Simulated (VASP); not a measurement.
The system is Ti2SiTe2.

```
Ti Si Te
1.0
     3.62000    0.00000    0.00000
    -1.81000    3.13501    0.00000
     0.00000    0.00000    9.47000
Ti Si Te
2 1 2
Direct
  0.33333 0.66667 0.83600
  0.33333 0.66667 0.16400
  0.00000 0.00000 0.00000
  0.66667 0.33333 0.64900
  0.66667 0.33333 0.35100
```

The cell was built by a generator and needn't be a form met in nature.

* Program: VASP 6.6.1
* Task: relaxation of cell and atoms
* Functional: PBE
* Potentials or basis: VASP PAW PBE potentials, release 64 (Ti_sv, Si, Te)
* Cutoff: 520 eV
* k mesh: 5 × 5 × 2
* Occupations: gaussian, width 0.15 eV
* Spin: no spin polarisation

At the start: pressure 5.1 GPa; volume 21.49 Å³/atom.

Q: Where does the relaxation end?

A: Over 18 steps the energy falls by 128.5 meV/atom and the volume is 24.31 Å³/atom (+13.1 %); space group P-6m2 (No. 187, to 0.05 Å).

Step by step:
```
step  energy change (eV)  largest force (eV/Å)  pressure (GPa)  volume (Å³)
   1              0.0000                2.0295            5.09       107.47
   2             -0.3950                0.9969           -4.40       118.45
   3             -0.3736                1.0962           -1.27       117.33
   4             -0.3790                1.0613           -1.39       117.85
   5             -0.3816                1.0499           -1.71       118.15
   6             -0.5039                0.6229            0.97       115.55
   7             -0.5110                0.6798            3.13       113.95
   8             -0.5150                0.6982            2.63       114.48
   9             -0.5877                0.3084            1.75       116.96
  10             -0.6197                0.1482            0.93       119.93
  11             -0.6201                0.2098            1.03       120.20
  12             -0.6291                0.1442           -0.23       122.54
  13             -0.6290                0.1564           -0.71       122.74
  14             -0.6293                0.1474           -0.75       122.59
  15             -0.6334                0.0691            0.38       120.90
  16             -0.6340                0.0683            0.25       121.25
  17             -0.6369                0.0286            0.21       121.34
  18             -0.6423                0.0479            0.14       121.56
```

Final structure:
```cif
data_structure
_symmetry_space_group_name_H-M 'P 1'
_symmetry_Int_Tables_number 1
_cell_length_a 3.7376
_cell_length_b 3.7376
_cell_length_c 10.0475
_cell_angle_alpha 90.000
_cell_angle_beta 90.000
_cell_angle_gamma 120.000
_cell_volume 121.56
loop_
_atom_site_label
_atom_site_type_symbol
_atom_site_fract_x
_atom_site_fract_y
_atom_site_fract_z
_atom_site_occupancy
Ti1 Ti 0.33333 0.66667 0.84872 1
Ti2 Ti 0.33333 0.66667 0.15128 1
Si1 Si 0.00000 0.00000 0.00000 1
Te1 Te 0.66667 0.33333 0.68036 1
Te2 Te 0.66667 0.33333 0.31964 1
```

Caveat: the k mesh is coarse (spacing up to 0.40 Å⁻¹), so the values aren't converged; this functional lacks dispersion, which binds the layers, so the pressure and a relaxed spacing across them are unreliable.
